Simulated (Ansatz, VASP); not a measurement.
Two plane-wave programs on AgSn2SeI3

```
Ag Sn Se I
1.0
    10.54727    0.00000    0.00000
    -5.27363    9.13420    0.00000
     0.00000    0.00000    4.74706
Ag Sn Se I
1 2 1 3
Direct
  0.00000 0.00000 0.00000
  0.33333 0.66667 0.50000
  0.66667 0.33333 0.50000
  0.00000 0.00000 0.50000
  0.50000 0.00000 0.50000
  0.00000 0.50000 0.50000
  0.50000 0.50000 0.50000
```

Alike in both runs: functional PBE; k mesh 2 × 2 × 2; occupations gaussian, width 0.15 eV; no spin polarisation.

Ansatz relaxed the structure, and its values are those at the end. VASP's run is a single point on that final structure, the one shown.

```csv
,VASP,Ansatz
version,VASP 6.6.1,Ansatz 0.2.0
potentials or method,"VASP PAW PBE potentials, release 64 (Ag, Sn_d, Se, I)","scalar-relativistic, plane waves, PAW"
plane-wave cutoff (eV),520,420
valence electrons in the cell,66,114
```

|  | VASP | Ansatz | Ansatz less VASP |
| --- | --- | --- | --- |
| gap on the k mesh at the Fermi level (eV) | none | none | - |
| pressure (GPa) | -0.2 | -0.2 | +0.01 |

A gap of «none» marks a metal or a gap that the smearing closes. The two sets of potentials don't hold the same shells in valence.

Caveats: the k mesh is coarse (spacing up to 0.66 Å⁻¹), so the values aren't converged; this functional lacks dispersion, which binds the layers, so the pressure and a relaxed spacing across them are unreliable. Spin-orbit coupling is left out, which matters for the levels of I.
